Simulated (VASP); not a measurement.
These are LDA (Ceperley-Alder, Perdew-Zunger), VASP's LDA PAW potentials (set 64) (plane waves; VASP) values and carry that method's errors.

Input for VASP

### POSCAR
```
HfO2
1.0
  0.0000000000   2.4659022388   2.4659022388
  2.4659022388   0.0000000000   2.4659022388
  2.4659022388   2.4659022388   0.0000000000
Hf O
1 2
direct
  0.0000000000   0.0000000000   0.0000000000
  0.2500000000   0.2500000000   0.2500000000
  0.7500000000   0.7500000000   0.7500000000
```

**INCAR**
```
SYSTEM = HfO2
PREC = Accurate
ENCUT = 520
EDIFF = 1E-7
NELM = 100
ALGO = Normal
LREAL = .FALSE.
LASPH = .TRUE.
ISMEAR = 0
SIGMA = 0.05
LMAXMIX = 6
LWAVE = .FALSE.
LCHARG = .FALSE.
ISIF = 2
```

**KPOINTS**
```
Regular mesh
0
Gamma
9 9 9
0 0 0
```

POTCAR, in this order: Hf_pv O (LDA.64 set). Program: vasp_std.

Output of the run:

### OSZICAR
```
       N       E                     dE             d eps       ncg     rms          rms(c)
DAV:   1     0.933360605875E+02    0.93336E+02   -0.12883E+04  1050   0.145E+03
DAV:   2    -0.355718789416E+02   -0.12891E+03   -0.12557E+03  1380   0.321E+02
DAV:   3    -0.385833376692E+02   -0.30115E+01   -0.30095E+01  1274   0.491E+01
DAV:   4    -0.385982092814E+02   -0.14872E-01   -0.14870E-01  1414   0.373E+00
DAV:   5    -0.385983211869E+02   -0.11191E-03   -0.11190E-03  1246   0.290E-01    0.596E+01
DAV:   6    -0.332347532058E+02    0.53636E+01   -0.27985E+01  1169   0.389E+01    0.503E+01
DAV:   7    -0.330967335606E+02    0.13802E+00   -0.71248E-01  1274   0.811E+00    0.309E+01
DAV:   8    -0.330499770941E+02    0.46756E-01   -0.13497E-01  1379   0.391E+00    0.500E+00
DAV:   9    -0.330433286769E+02    0.66484E-02   -0.24930E-02  1302   0.144E+00    0.175E+00
DAV:  10    -0.330429904017E+02    0.33828E-03   -0.26469E-03  1400   0.413E-01    0.151E-01
DAV:  11    -0.330429812429E+02    0.91588E-05   -0.16559E-04  1162   0.110E-01    0.104E-01
DAV:  12    -0.330429805824E+02    0.66051E-06   -0.57599E-06  1400   0.214E-02    0.701E-03
DAV:  13    -0.330429805269E+02    0.55505E-07   -0.10545E-06  1267   0.789E-03    0.124E-03
DAV:  14    -0.330429805307E+02   -0.38399E-08   -0.28531E-08   826   0.169E-03
   1 F= -.33042981E+02 E0= -.33042981E+02  d E =-.291547E-16
```

File OUTCAR:
```
------------------------ aborting loop because EDIFF is reached ----------------------------------------
  FORCE on cell =-STRESS in cart. coord.  units (eV):
  Direction    XX          YY          ZZ          XY          YZ          ZX
  --------------------------------------------------------------------------------------
  Total        1.7598304      1.7598304      1.7598304      0.0000000      0.0000000     -0.0000000
  in kB       94.0207773     94.0207773     94.0207773      0.0000000      0.0000000     -0.0000000
  external PRESSURE =      94.0207773 kB  Pullay stress =       0.0000000 kB
  volume of cell :       29.99
      direct lattice vectors                 reciprocal lattice vectors
     0.000000000  2.465902239  2.465902239    -0.202765540  0.202765540  0.202765540
     2.465902239  0.000000000  2.465902239     0.202765540 -0.202765540  0.202765540
     2.465902239  2.465902239  0.000000000     0.202765540  0.202765540 -0.202765540
 POSITION                                       TOTAL-FORCE (eV/Angst)
 -----------------------------------------------------------------------------------
      0.00000      0.00000      0.00000         0.000000      0.000000      0.000000
      1.23295      1.23295      1.23295        -0.000000      0.000000     -0.000000
      3.69885      3.69885      3.69885         0.000000     -0.000000      0.000000
 -----------------------------------------------------------------------------------
    total drift:                                0.000000      0.000000      0.000000
  FREE ENERGIE OF THE ION-ELECTRON SYSTEM (eV)
  ---------------------------------------------------
  free  energy   TOTEN  =       -33.0429805307 eV

  energy  without entropy=      -33.0429805307  energy(sigma->0) =      -33.04298053
```
(Selected blocks of OUTCAR.)

The compound is HfO2 in the fluorite structure, the high-temperature cubic form, which is unstable at 0 K; the monoclinic form is the stable one. This cell is one point of a volume scan, at 0.97 of the reference volume.
